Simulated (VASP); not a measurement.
OSZICAR of a VASP run on P (atoms displaced from the space group 64 structure):

File OSZICAR:
```
       N       E                     dE             d eps       ncg     rms          rms(c)
DAV:   1     0.493881681056E+02    0.49388E+02   -0.62374E+03  3444   0.777E+02
DAV:   2    -0.197462303675E+02   -0.69134E+02   -0.67171E+02  4462   0.153E+02
DAV:   3    -0.230978957826E+02   -0.33517E+01   -0.33348E+01  4712   0.375E+01
DAV:   4    -0.231406163781E+02   -0.42721E-01   -0.42693E-01  4300   0.489E+00
DAV:   5    -0.231416838642E+02   -0.10675E-02   -0.10671E-02  4792   0.682E-01    0.101E+01
DAV:   6    -0.229990551170E+02    0.14263E+00   -0.79658E-02  4098   0.170E+00    0.595E+00
DAV:   7    -0.229375036863E+02    0.61551E-01   -0.13309E-01  4392   0.222E+00    0.268E-01
DAV:   8    -0.229371191832E+02    0.38450E-03   -0.11567E-02  4098   0.747E-01    0.170E-01
DAV:   9    -0.229371710092E+02   -0.51826E-04   -0.38329E-04  4788   0.139E-01    0.702E-02
DAV:  10    -0.229371637078E+02    0.73013E-05   -0.10250E-04  4122   0.599E-02    0.191E-02
DAV:  11    -0.229371658007E+02   -0.20929E-05   -0.90866E-06  4652   0.237E-02    0.141E-02
DAV:  12    -0.229371659571E+02   -0.15634E-06   -0.55955E-07  2610   0.543E-03
   1 F= -.22937166E+02 E0= -.22934010E+02  d E =-.631240E-02
```

Problem. Which electronic solver shows in the log?

Solution. It is blocked Davidson (ALGO = Normal, or the opening steps of other solvers). The INCAR had ALGO = Normal.

Problem. Can the final energy be trusted as converged?

Solution. Self-consistency was reached. It stopped with EDIFF = 1E-6, NELM = 100 (PBEsol GGA, plane waves, VASP's PBE PAW potentials (set 64)).

The structure comes from a computed database's P entry; how it stands against other phases isn't given here. The cell was not relaxed at this level, atoms are displaced from their ideal sites. The run is one of a series of settings (GGA = PS against the base run), some of them coarse on purpose.
